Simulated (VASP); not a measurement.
These are PBE GGA with D3 dispersion (Becke-Johnson damping), VASP's PBE PAW potentials (set 64) (plane waves; VASP) values and carry that method's errors.

A VASP calculation is set up with these files.

POSCAR:
```
SnO
3.8383390
  1.0000000838   0.0000000000   0.0000000000
  0.0000000000   1.0000000838   0.0000000000
  0.0000000000   0.0000000000   1.2341517906
Sn O
2 2
Cart
  0.5000000419   0.0000000000   0.9316925715
  0.0000000000   0.5000000419   0.3024592192
  0.5000000419   0.5000000419   0.0000000000
  0.0000000000   0.0000000000   0.0000000000
```

**INCAR**
```
# general
SYSTEM  = SnO
PREC    = Accurate
ENCUT   = 520
LREAL   = F
LASPH   = T

# electronic loop
EDIFF   = 1E-7
NELM    = 100
ALGO    = Normal
LMAXMIX = 4

# smearing
ISMEAR  = -5

# functional
GGA     = PE
IVDW    = 12

# ions
ISIF    = 2

# output
LWAVE   = F
LCHARG  = T
LORBIT  = 11
NEDOS   = 601

# other
LEFG    = T
```

**KPOINTS**
```
Automatic mesh
0
G
  7 7 5
0 0 0
```

POTCAR, in this order: Sn_d O (PBE.64 set). Program: vasp_std.

The resulting files:

**OSZICAR**
```
       N       E                     dE             d eps       ncg     rms          rms(c)
DAV:   1     0.391891275069E+03    0.39189E+03   -0.20668E+04  1472   0.253E+03
DAV:   2     0.278344151145E+02   -0.36406E+03   -0.35842E+03  1560   0.576E+02
DAV:   3    -0.242379292174E+02   -0.52072E+02   -0.51732E+02  1720   0.191E+02
DAV:   4    -0.263325280453E+02   -0.20946E+01   -0.20918E+01  1656   0.414E+01
DAV:   5    -0.263877621014E+02   -0.55234E-01   -0.55230E-01  1872   0.699E+00    0.116E+01
DAV:   6    -0.227171016767E+02    0.36707E+01   -0.25241E+01  2456   0.529E+01    0.480E+00
DAV:   7    -0.227028057686E+02    0.14296E-01   -0.23383E+00  1656   0.992E+00    0.256E+00
DAV:   8    -0.227068916831E+02   -0.40859E-02   -0.59930E-01  2136   0.557E+00    0.106E+00
DAV:   9    -0.226838487142E+02    0.23043E-01   -0.17988E-01  2256   0.400E+00    0.263E-01
DAV:  10    -0.226862483253E+02   -0.23996E-02   -0.21771E-02  2112   0.129E+00    0.225E-01
DAV:  11    -0.226850871639E+02    0.11612E-02   -0.76192E-03  2224   0.806E-01    0.279E-02
DAV:  12    -0.226851751103E+02   -0.87946E-04   -0.78408E-04  1536   0.176E-01    0.469E-02
DAV:  13    -0.226851593622E+02    0.15748E-04   -0.10582E-04  2264   0.118E-01    0.719E-03
DAV:  14    -0.226851590917E+02    0.27052E-06   -0.10806E-05  1592   0.227E-02    0.526E-03
DAV:  15    -0.226851593475E+02   -0.25574E-06   -0.11396E-06  2064   0.109E-02    0.125E-03
DAV:  16    -0.226851595575E+02   -0.21001E-06   -0.48930E-08   928   0.194E-03    0.784E-04
DAV:  17    -0.226851596083E+02   -0.50853E-07   -0.71548E-08   880   0.220E-03
   1 F= -.23628466E+02 E0= -.23628466E+02  d E =0.000000E+00
```

### OUTCAR
```
------------------------ aborting loop because EDIFF is reached ----------------------------------------
 Edisp (eV)   -0.94331
  FORCE on cell =-STRESS in cart. coord.  units (eV):
  Direction    XX          YY          ZZ          XY          YZ          ZX
  --------------------------------------------------------------------------------------
  Total       0.03171     0.03171     0.03886     0.00000     0.00000     0.00000
  in kB       0.72792     0.72792     0.89218     0.00000     0.00000     0.00000
  external pressure =        0.78 kB  Pullay stress =        0.00 kB
  volume of cell :       69.79
      direct lattice vectors                 reciprocal lattice vectors
     3.838339322  0.000000000  0.000000000     0.260529337  0.000000000  0.000000000
     0.000000000  3.838339322  0.000000000     0.000000000  0.260529337  0.000000000
     0.000000000  0.000000000  4.737092950     0.000000000  0.000000000  0.211099932
 POSITION                                       TOTAL-FORCE (eV/Angst)
 -----------------------------------------------------------------------------------
      1.91917      0.00000      3.57615        -0.000000     -0.000000      0.005449
      0.00000      1.91917      1.16094         0.000000     -0.000000     -0.005449
      1.91917      1.91917      0.00000         0.000000     -0.000000      0.000000
      0.00000      0.00000      0.00000         0.000000      0.000000      0.000000
 -----------------------------------------------------------------------------------
    total drift:                                0.000000      0.000000     -0.000000
  FREE ENERGIE OF THE ION-ELECTRON SYSTEM (eV)
  ---------------------------------------------------
  free  energy   TOTEN  =       -23.6284659851 eV

  energy  without entropy=      -23.6284659851  energy(sigma->0) =      -23.62846599

 total charge

# of ion       s       p       d       tot
------------------------------------------
    1        1.256   0.782  10.070  12.107
    2        1.256   0.782  10.070  12.107
    3        1.577   3.426   0.000   5.003
    4        1.577   3.426   0.000   5.003
--------------------------------------------------
tot          5.665   8.415  20.140  34.220

 Electric field gradients after diagonalization (V/A^2)
 (convention: |V_zz| > |V_xx| > |V_yy|)
----------------------------------------------------------------------
 ion       V_xx      V_yy      V_zz     asymmetry (V_yy - V_xx)/ V_zz
----------------------------------------------------------------------
   1      80.057    80.057  -160.114       0.000
   2      80.057    80.057  -160.114       0.000
   3      -0.362    -0.362     0.723       0.000
   4      -0.362    -0.362     0.723       0.000
```
(Selected blocks of OUTCAR.)

The compound is SnO in the litharge structure. It was relaxed first.
